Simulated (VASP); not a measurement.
Energy against volume of La₂O₃ (a-type). Level of theory: AM05 GGA, VASP's PBE PAW potentials (set 64) (plane waves; VASP). Run with 520 eV cut-off, 7×7×4 Γ-centred mesh, Gaussian smearing of 0.050 eV, potentials La O.

Shape and ions are relaxed at each volume.

```json
[
 {"V (Å³/atom)": "15.562", "E (eV/atom)": "-8.50658"},
 {"V (Å³/atom)": "16.043", "E (eV/atom)": "-8.51210"},
 {"V (Å³/atom)": "16.524", "E (eV/atom)": "-8.50737"},
 {"V (Å³/atom)": "17.006", "E (eV/atom)": "-8.49370"}
]
```

Question: Fit these four points and predict the energy of the run at 15.080 Å³/atom.

Answer: A cubic in V^(−2/3), the third-order Birch-Murnaghan form, passes through the four points with V0 = 16.05 Å³/atom and B0 = 113 GPa, and gives -8.4892 eV/atom there. The run gave -8.4893 eV/atom, -0.1 meV/atom from the fit; all five points give B0 = 113 GPa.

The compound is La2O3 in the a-type structure. It was relaxed first.
